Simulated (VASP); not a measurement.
All values below come from optB88-vdW, VASP's PBE PAW potentials (set 64) (plane waves; VASP 6.6.1).

VASP ran on this input.

### KPOINTS
```
k-points along high-symmetry lines
10
Line-mode
Reciprocal
  0.000000   0.000000   0.000000 ! GAMMA
  0.000000   0.500000   0.000000 ! M

  0.000000   0.500000   0.000000 ! M
 -0.333333   0.666667   0.000000 ! K

 -0.333333   0.666667   0.000000 ! K
  0.000000   0.000000   0.000000 ! GAMMA

  0.000000   0.000000   0.000000 ! GAMMA
  0.000000   0.000000   0.500000 ! A

  0.000000   0.000000   0.500000 ! A
  0.000000   0.500000   0.500000 ! L

  0.000000   0.500000   0.500000 ! L
 -0.333333   0.666667   0.500000 ! H

 -0.333333   0.666667   0.500000 ! H
  0.000000   0.000000   0.500000 ! A

  0.000000   0.500000   0.500000 ! L
  0.000000   0.500000   0.000000 ! M

 -0.333333   0.666667   0.500000 ! H
 -0.333333   0.666667   0.000000 ! K
```

INCAR:
```
SYSTEM  =  SiC
PREC  =  Accurate; ENCUT  =  520; LREAL  =  .False.
LASPH  =  .True.; ICHARG  =  11
EDIFF  =  1E-7; NELM  =  100; ALGO  =  Normal
ISMEAR  =  0; SIGMA  =  0.05
GGA  =  BO; LUSE_VDW  =  .True.; AGGAC  =  0.0
PARAM1  =  0.1833333333; PARAM2  =  0.22
LWAVE  =  .False.; LCHARG  =  .False.; LORBIT  =  11
```

File POSCAR:
```
SiC
5.0783060
  0.3044512590  -0.5273250004   0.0000000000
  0.3044512590   0.5273250004   0.0000000000
  0.0000000000   0.0000000000   0.9999999290
Si C
2 2
Cartesian
  0.3044512590  -0.1757753517   0.4996717437
  0.3044512590   0.1757753517   0.9996717082
  0.3044512590  -0.1757753517   0.8753281587
  0.3044512590   0.1757753517   0.3753281942
```

POTCAR, in this order: Si C (PBE.64 set). Program: vasp_std. Read from the step before: CHGCAR.

What VASP printed:

File OSZICAR:
```
       N       E                     dE             d eps       ncg     rms          rms(c)
DAV:   1     0.402621994950E+02    0.40262E+02   -0.72781E+03  2160   0.118E+03
DAV:   2    -0.213251248113E+02   -0.61587E+02   -0.56377E+02  3088   0.178E+02
DAV:   3    -0.240380915184E+02   -0.27130E+01   -0.26936E+01  2788   0.377E+01
DAV:   4    -0.240715279658E+02   -0.33436E-01   -0.33382E-01  2652   0.474E+00
DAV:   5    -0.240721712610E+02   -0.64330E-03   -0.64302E-03  2728   0.598E-01
DAV:   6    -0.240721941247E+02   -0.22864E-04   -0.22861E-04  2672   0.985E-02
DAV:   7    -0.240721949545E+02   -0.82982E-06   -0.82980E-06  2708   0.167E-02
DAV:   8    -0.240721949946E+02   -0.40138E-07   -0.40151E-07  2264   0.301E-03
   1 F= -.24072195E+02 E0= -.24072195E+02  d E =-.709841E-13
```

File OUTCAR:
```
 val. band max:        7.9823380354   @ k =   0.0000   0.0000   0.0000

 cond. band min:      10.4324072087   @ k =  -0.3333   0.6667   0.0000



 k-point     1 :       0.0000    0.0000    0.0000
  band No.  band energies     occupation
      1      -7.3740      2.00000
      2      -3.8995      2.00000
      3      -0.5430      2.00000
      4       6.6837      2.00000
      5       6.6837      2.00000
      6       7.8624      2.00000
      7       7.9823      2.00000
      8       7.9823      2.00000
      9      12.7513      0.00000
     10      14.0824      0.00000
     11      14.5990      0.00000
     12      14.5990      0.00000

 k-point     2 :       0.0000    0.0556    0.0000
  band No.  band energies     occupation
      1      -7.3212      2.00000
      2      -3.8543      2.00000
      3      -0.4949      2.00000
      4       6.3691      2.00000
      5       6.5887      2.00000
      6       7.7622      2.00000
      7       7.8387      2.00000
      8       7.9530      2.00000
      9      12.9730      0.00000
     10      14.1154      0.00000
     11      14.5448      0.00000
     12      14.7105      0.00000

 k-point     3 :       0.0000    0.1111    0.0000
  band No.  band energies     occupation
      1      -7.1636      2.00000
      2      -3.7203      2.00000
      3      -0.3526      2.00000
      4       5.5791      2.00000
      5       6.3413      2.00000
      6       7.2082      2.00000
      7       7.7163      2.00000
      8       7.8566      2.00000
      9      13.2213      0.00000
     10      14.2187      0.00000
     11      14.6720      0.00000
     12      15.0079      0.00000

 k-point     4 :       0.0000    0.1667    0.0000
  band No.  band energies     occupation
      1      -6.9031      2.00000
      2      -3.5031      2.00000
      3      -0.1225      2.00000
      4       4.5631      2.00000
      5       6.0151      2.00000
      6       6.4213      2.00000
      7       7.5076      2.00000
...
```

The density is held fixed in this step, so its total energy and stress have no physical meaning.

The compound is SiC in the wurtzite structure, the rare 2H polytype. It was relaxed first.
